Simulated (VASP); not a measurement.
Consider the following.

```yaml
crystal:
  lattice:
    - [5.35698, 0.00000, 0.00000]
    - [-2.67849, 4.63929, 0.00000]
    - [0.00000, 0.00000, 3.10584]
  atoms:
    - { symbol: Y, position: [0.00000, 0.00000, 0.50000] }
    - { symbol: B, position: [0.66667, 0.33333, 0.50000] }
    - { symbol: B, position: [0.33333, 0.66667, 0.50000] }
    - { symbol: Rh, position: [0.00000, 0.50000, 0.00000] }
    - { symbol: Rh, position: [0.50000, 0.00000, 0.00000] }
    - { symbol: Rh, position: [0.50000, 0.50000, 0.00000] }
```

Level of theory: PBEsol GGA with spin-orbit coupling, VASP's PBE PAW potentials (set 64) (plane waves; VASP 6.6.1). Numerical set-up: 520 eV cut-off, 6×6×9 Γ-centred mesh, Gaussian smearing of 0.050 eV, potentials Y_sv B Rh_pv.

Q: Give the energies of bands 57 to 70 at the high-symmetry points, in eV from the Fermi level.

A: 
```csv
band,Γ,M,K,A,L,H
57,-1.01,-2.06,-1.74,-1.30,-1.09,-1.48
58,-1.01,-2.06,-1.74,-1.30,-1.09,-1.48
59,-0.95,-1.48,-1.74,-0.71,-0.70,-0.68
60,-0.95,-1.48,-1.74,-0.71,-0.70,-0.68
61,-0.90,-1.08,-1.07,-0.68,-0.33,-0.61
62,-0.90,-1.08,-1.07,-0.68,-0.33,-0.61
63,0.61,0.21,0.28,-0.66,-0.21,-0.59
64,0.61,0.21,0.28,-0.66,-0.21,-0.59
65,0.77,1.44,1.46,-0.33,0.00,0.20
66,0.77,1.44,1.46,-0.33,0.00,0.20
67,1.04,1.81,1.46,-0.28,1.62,1.75
68,1.04,1.81,1.46,-0.28,1.62,1.75
69,2.19,2.58,3.21,0.66,2.79,3.56
70,2.19,2.58,3.21,0.66,2.79,3.56
```

It has no gap at this level: it comes out as a metal or semimetal.

The structure comes from a computed database's YB2Rh3 entry (P6/mmm); how it stands against other phases isn't given here. It was relaxed first.
